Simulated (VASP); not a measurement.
Given:

```
CELL_PARAMETERS angstrom
      4.10950     0.00000     0.00000
      0.00000     4.10950     0.00000
      0.00000     0.00000     4.10950
ATOMIC_POSITIONS crystal
  Sc 0.00000 0.00000 0.00000
  Al 0.00000 0.50000 0.50000
  Al 0.50000 0.00000 0.50000
  Al 0.50000 0.50000 0.00000
```

These are PW91 GGA, VASP's PBE PAW potentials (set 64) (plane waves; VASP) values and carry that method's errors. Numerical set-up: 520 eV cut-off, 8×8×8 Γ-centred mesh, tetrahedra with Blöchl corrections, potentials Sc_sv Al.

**Question.** Estimate the energy per atom (σ→0), band gap (on the k-mesh) with the smallest direct gap where there is one.

**Answer.** 
```
Property                                                    Result
------------------------  ----------------------------------------
band gap (on the k-mesh)  none (metal, semimetal or under 0.01 eV)
energy per atom (σ→0)                               -4.781 eV/atom
```

The absolute energy has meaning only against runs of the same code, potentials and settings.

The compound is Al3Sc in the L1_2 structure. It was relaxed first.
